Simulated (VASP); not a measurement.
Computed with r2SCAN meta-GGA with spin-orbit coupling, VASP's PBE PAW potentials (set 64) (plane waves; VASP).

The input files of a VASP run:

File KPOINTS_OPT:
```
k-points along high-symmetry lines
5
Line-mode
Reciprocal
  0.000000   0.000000   0.000000 ! GAMMA
  0.500000   0.000000   0.000000 ! M

  0.500000   0.000000   0.000000 ! M
  0.333333   0.333333   0.000000 ! K

  0.333333   0.333333   0.000000 ! K
  0.000000   0.000000   0.000000 ! GAMMA

  0.000000   0.000000   0.000000 ! GAMMA
  0.000000   0.000000   0.500000 ! A

  0.000000   0.000000   0.500000 ! A
  0.500000   0.000000   0.500000 ! L

  0.500000   0.000000   0.500000 ! L
  0.333333   0.333333   0.500000 ! H

  0.333333   0.333333   0.500000 ! H
  0.000000   0.000000   0.500000 ! A

  0.500000   0.000000   0.500000 ! L
  0.500000   0.000000   0.000000 ! M

  0.333333   0.333333   0.500000 ! H
  0.333333   0.333333   0.000000 ! K
```

### INCAR
```
SYSTEM = Te
PREC = Accurate
ENCUT = 400
EDIFF = 1E-6
NELM = 100
ALGO = Normal
LREAL = .FALSE.
LASPH = .TRUE.
ISMEAR = 0
SIGMA = 0.05
METAGGA = R2SCAN
LMIXTAU = .TRUE.
LMAXMIX = 4
LWAVE = .FALSE.
LCHARG = .FALSE.
LSORBIT = .TRUE.
MAGMOM = 0 0 0 0 0 0 0 0 0
GGA_COMPAT = .FALSE.
```

### POSCAR
```
Te
1
    2.3054474523    -3.9931517906     0.0000000000
    2.3054474523     3.9931517906     0.0000000000
    0.0000000000     0.0000000000     5.9143788170
Te
3
Direct
  0.0000000000   0.2544466477   0.6666670000
  0.7455533523   0.7455533523   0.0000000000
  0.2544466477   0.0000000000   0.3333330000
```

**KPOINTS**
```
K-points
0
G
  5 5 4
```

POTCAR, in this order: Te (PBE.64 set). Program: vasp_ncl.

Question: Estimate the energy per atom (σ→0), band gap (over mesh and band path).

Answer: 
| Property | Result |
|---|---|
| energy per atom (σ→0) | -25.523 eV/atom |
| band gap (over mesh and band path) | 0.32 eV |

### OSZICAR
```
...
DAV:  13    -0.765683468795E+02    0.12539E-03   -0.72222E-05  1390   0.762E-02    0.287E-02
DAV:  14    -0.765684714199E+02   -0.12454E-03   -0.14865E-05  1200   0.364E-02    0.262E-02
DAV:  15    -0.765685433329E+02   -0.71913E-04   -0.20917E-04  1196   0.139E-01    0.749E-03
DAV:  16    -0.765686073876E+02   -0.64055E-04   -0.39488E-05  1200   0.557E-02    0.128E-02
DAV:  17    -0.765686066431E+02    0.74447E-06   -0.67308E-07   684   0.674E-03
   1 F= -.76568607E+02 E0= -.76568607E+02  d E =-.397955E-12  mag=     0.0000    -0.0000     0.0000
       N       E                     dE             ncg
       N       E                     dE             ncg
```

The compound is Te in the trig structure. It was relaxed first, which changed the volume by +7 %.
